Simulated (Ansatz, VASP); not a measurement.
# Cross-check of Os (Osmium) between VASP and Ansatz, part 2 of 2

One calculation is typed for both programs; each brings its own data sets. How far apart do they land? Of the first pair: The structure shown is the end of the Ansatz relaxation below.

VASP 6.6.1 and Ansatz 0.2.0.

So far. Step 3 (VASP: single point, LDA): The run ends at a pressure of 5.93 GPa.

## (5) Ansatz: zone-centre phonons, LDA

Level of this step: Ansatz beside VASP: Kohn-Sham DFT, plane waves, LDA (Ansatz).

Second derivatives magnify differences that forces hide, and they need a tight electronic threshold. The cell compared in this pair holds 24.66 Å³, against 27.12 Å³ for the pair before.

The cell is taken from a series of runs on this material, whose earlier steps may have relaxed, scaled, displaced or heated it; both programs get it as it stands.

The input, input.yaml:

```yaml
crystal:
  lattice:
    - [2.6175724757, 0.0, 0.0]
    - [-1.3087862379, 2.2668842602, 0.0]
    - [0.0, 0.0, 4.1553883269]
  atoms:
    - { symbol: Os, position: [0.3333333333, 0.6666666667, 0.25] }
    - { symbol: Os, position: [0.6666666667, 0.3333333333, 0.75] }
kpoints:
  mp_grid: { grid: [18, 18, 12] }
hamiltonian:
  xc: lda
  pseudopotentials: { kind: paw, azcp: { folder: soft_1 }, xc_functional: pbe }
scf:
  occupations: { method: methfessel_paxton, width: 0.2 }
output:
  eigenvalues: true
phonons:
  method: dfpt
```

Run with:

```bash
ansatz run input.yaml --threads 4 --pin off --max-ram 10240MiB --backend cpu --events-out ev --progress --plain --runs-dir out
```

Numbers of over 12 decimals in the logs are rounded to 6 here.

Output:

```text
zone centre: on kpoints.mp_grid the ground state, and the responses unless they are solved on pairs of k-points, stand on 637 of the mesh's 3888 k-points, reduced under 4 symmetry operations, with k and −k counted as one. Each operation leaves every solved displacement unchanged or reverses it
[...]
Crystal: 2 atoms, lattice volume = 24.657 Å³
[...]
k mesh reduced under 4 symmetry operations, with k and −k counted as one. Each operation leaves every solved displacement unchanged or reverses it
  ASR residual: 2.991e-5 → 0.000e0 eV/Å²; symmetrization residual: 9.348e-10 eV/Å²
  ASR residual per site (eV/Å²): 2.99e-5 2.99e-5
  Γ frequencies (cm⁻¹): 0.00 0.00 0.00 193.47 193.47 293.11
  non-analytic LO–TO correction: not included (Born effective charges unavailable; polar crystals: no LO–TO splitting at Γ)
[key lines of the parts left out:]
SCF converged after 8 iterations
Free energy (F): -22238.602002 eV
Fermi energy:    29.800981 eV
```

## (6) VASP: zone-centre phonons, LDA

The same cell, functional (in two slightly different forms), mesh and smearing now go to VASP, with its own data sets.

The input, INCAR:

```
SYSTEM = Os
PREC = Accurate
ENCUT = 600
EDIFF = 1E-08
NELM = 120
ISMEAR = 1
SIGMA = 0.2
LREAL = .FALSE.
ALGO = Normal
GGA = CA
NBANDS = 14
LASPH = .TRUE.
LORBIT = 11
LWAVE = .FALSE.
LCHARG = .FALSE.
ISIF = 2
IBRION = 8
GGA_COMPAT = .FALSE.
KPAR = 2
```

The input, POSCAR:

```
Os
1.0
    2.6175724757      0.0000000000      0.0000000000
   -1.3087862379      2.2668842602      0.0000000000
    0.0000000000      0.0000000000      4.1553883269
Os
2
Direct
    0.3333333333      0.6666666667      0.2500000000
    0.6666666667      0.3333333333      0.7500000000
```

The input, KPOINTS:

```
Automatic mesh
0
Gamma
18 18 12
0 0 0
```

Potentials, in the order of the species: Os (LDA family, release 64).

Run with:

```bash
mpirun -np 2 vasp_std
```

Output:

```text
[... set-up lines as in an earlier step ...]
 entering main loop
       N       E                     dE             d eps       ncg     rms          rms(c)
DAV:   1     0.120169049990E+03    0.12017E+03   -0.84142E+03  7252   0.125E+03
DAV:   2    -0.204752986500E+02   -0.14064E+03   -0.12442E+03  7372   0.375E+02
DAV:   3    -0.262097019526E+02   -0.57344E+01   -0.55306E+01  9622   0.687E+01
DAV:   4    -0.262593748440E+02   -0.49673E-01   -0.49506E-01  7918   0.627E+00
[...]
DAV:  11    -0.248063715076E+02    0.30813E-05   -0.12192E-06  9058   0.153E-02    0.219E-03
DAV:  12    -0.248063714557E+02    0.51902E-07   -0.27624E-08  8460   0.192E-03    0.101E-03
DAV:  13    -0.248063714556E+02    0.89585E-10   -0.19658E-09  5354   0.662E-04
   1 F= -.24806371E+02 E0= -.24806391E+02  d E =0.585310E-04
 Linear response reoptimize wavefunctions to high precision
DAV:   1    -0.248063714556E+02   -0.77989E-10   -0.21878E-10  5270   0.155E-04
 Linear response DOF=           2
 Linear response progress:
  Degree of freedom:   1/  2
[...]
RMM:   9    -0.190209724452E+00    0.13628E-06    0.35741E-09 54126   0.203E-04    0.214E-05
RMM:  10    -0.190209582269E+00    0.14218E-06    0.57241E-09 53799   0.435E-05    0.429E-06
RMM:  11    -0.190209576211E+00    0.60575E-08   -0.10840E-08 54594   0.256E-05    0.110E-06
 first order change of Fermi-energy  -0.14470E-04
 force on displaced ion       1 direction 1 : -13.049   0.002   0.000
 Linear response progress:
  Degree of freedom:   2/  2
       N       E                     dE             d eps       ncg     rms          rms(c)
RMM:   1    -0.256647955479E+00   -0.25665E+00   -0.13400E-01 19954   0.283E+00
RMM:   2    -0.247653343799E+00    0.89946E-02   -0.76404E-03 14787   0.798E-01    0.198E-01
RMM:   3    -0.246959505151E+00    0.69384E-03   -0.89642E-04 17820   0.163E-01    0.111E-01
RMM:   4    -0.247103901301E+00   -0.14440E-03   -0.33213E-04 18120   0.144E-01    0.145E-02
[...]
RMM:  10    -0.247208348298E+00   -0.37832E-07    0.17352E-07 17540   0.800E-05    0.345E-06
RMM:  11    -0.247208378045E+00   -0.29747E-07    0.88575E-09 18980   0.359E-05    0.303E-06
RMM:  12    -0.247208375626E+00    0.24185E-08   -0.24920E-08 18053   0.274E-05    0.259E-07
 first order change of Fermi-energy   0.85658E-04
 force on displaced ion       1 direction 3 :   0.000  -0.000 -30.071
 Linear response finished
```

Parts of OUTCAR (step 6):

```text
  Total        9.7985418      9.7985418      9.7706703     -0.0000000      0.0000000      0.0000000
  in kB      636.6963432    636.6963432    634.8852880     -0.0000000      0.0000000      0.0000000
  external PRESSURE =     636.0926581 kB  Pullay stress =       0.0000000 kB

 POSITION                                       TOTAL-FORCE (eV/Angst)
 -----------------------------------------------------------------------------------
     -0.00000      1.51126      1.03885         0.000000     -0.000000      0.000000
      1.30879      0.75563      3.11654        -0.000000      0.000000      0.000000
 -----------------------------------------------------------------------------------
    total drift:                               -0.000000      0.000000     -0.000000

[... 1 part as in an earlier step ...]

[... 1 further part left out ...]
```

## (7) Side by side

What differs besides the data sets and the points named for the pairs above, as far as they apply: the data sets hold 32 valence electrons in Ansatz (on its PAW soft_1 files) and 16 in VASP. Total energies have different zeros and are not compared.

Both answers:

```
                  quantity  Ansatz   VASP  difference
optical mode 1 to 2 (cm⁻¹)   193.5  193.2     +0.16 %
     optical mode 3 (cm⁻¹)   293.1  293.2     -0.04 %
```

Modes are paired by rising frequency, not by their patterns, so a pair may set unlike modes beside each other; they are those without the splitting of longitudinal modes.

## (8) Summary of results

* difference in pressure (single point, LDA): -1.3 GPa
* r.m.s. difference of the optical zone-centre modes, each program's sorted by frequency (zone-centre phonons, LDA): 0.26 cm⁻¹

The difference in pressure is -1.3 GPa (single point, LDA), beyond the 1 GPa picked in this series as the mark of a large difference. The data sets hold unlike numbers of valence electrons (32 in Ansatz and 16 in VASP), so part of the differences comes from the potentials. What causes the difference of the single point, LDA pair stays open here. How closely two codes agree says nothing of how well the functional describes the real material.

[Lines on the potential files, build, host, timing and source positions are cut from VASP's logs without a mark.]

[Logs are printed without paths, hosts, clocks, repeated set-up lines and the standing remarks that a program may print on its own settings, such as how far it seeks lower states.]

[Hosts, paths, dates, database ids (printed as entryN), source tags and the programs' standing remarks are cut or masked in the printed files.]
